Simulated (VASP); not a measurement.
An input for Quantum ESPRESSO's pw.x (written as the equivalent of a VASP run, and not itself run):

```
&CONTROL
  calculation = 'vc-relax'
  pseudo_dir = './pseudo'
  outdir = './out'
  tprnfor = .true.
  tstress = .true.
  nstep = 60
  forc_conv_thr = 0.00078
/
&SYSTEM
  ibrav = 0
  nat = 3
  ntyp = 2
  ecutwfc = 84
  occupations = 'smearing'
  smearing = 'methfessel-paxton'
  degauss = 0.00735
  input_dft = 'vdw-df-obk8'
/
&ELECTRONS
  conv_thr = 7.3e-08
  electron_maxstep = 100
/
&IONS
/
&CELL
/
ATOMIC_SPECIES
  Ti 47.867 Ti.upf
  S 32.060 S.upf
CELL_PARAMETERS angstrom
     3.3386308   -0.0000000    0.0000000
    -1.6693154    2.8913395   -0.0000000
     0.0000000   -0.0000000    5.7169840
ATOMIC_POSITIONS crystal
  Ti   0.0000000  0.0000000  0.0000000
  S    0.3333330  0.6666670  0.2508605
  S    0.6666670  0.3333330  0.7491395
K_POINTS automatic
  10 10 5 0 0 0
```

### Question
Translate this input to VASP (INCAR, KPOINTS, POSCAR, choice of POTCAR).

### Answer
One answer among several that fit: 
### INCAR
```
! general
SYSTEM   = TiS2
PREC     = Accurate
ENCUT    = 480
LREAL    = F
LASPH    = T

! electronic loop
EDIFF    = 1E-6
NELM     = 100
ALGO     = Normal
LMAXMIX  = 4

! smearing
ISMEAR   = 1
SIGMA    = 0.1

! functional
GGA      = BO
LUSE_VDW = T
AGGAC    = 0.0
PARAM1   = 0.1833333333
PARAM2   = 0.22

! ions
IBRION   = 2
NSW      = 60
ISIF     = 3
EDIFFG   = -0.02

! output
LWAVE    = F
LCHARG   = F
```

KPOINTS:
```
Automatic mesh
0
Gamma
10 10 5
```

POSCAR:
```
TiS2
1.0
  3.3386308417   0.0000000000   0.0000000000
 -1.6693154208   2.8913394726   0.0000000000
  0.0000000000   0.0000000000   5.7169839512
Ti S
1 2
Direct
  0.0000000000   0.0000000000   0.0000000000
  0.3333330000   0.6666670000   0.2508605119
  0.6666670000   0.3333330000   0.7491394881
```

POTCAR, in this order: Ti_sv S (PBE.64 set). Program: vasp_std.

Limits of the translation: the potentials are each code's own (VASP's PAW set, PseudoDojo norm-conserving files in pw.x), so ENCUT and ecutwfc are chosen apart and not converted; conv_thr bounds pw.x's estimated SCF error, while EDIFF bounds the energy change between steps; forc_conv_thr acts on force components and is met together with etot_conv_thr.

The compound is TiS2 in the 1T layered structure. This run relaxes it. Symmetry was kept, so distortions that lower it aren't found. The start is the result of an earlier pass.
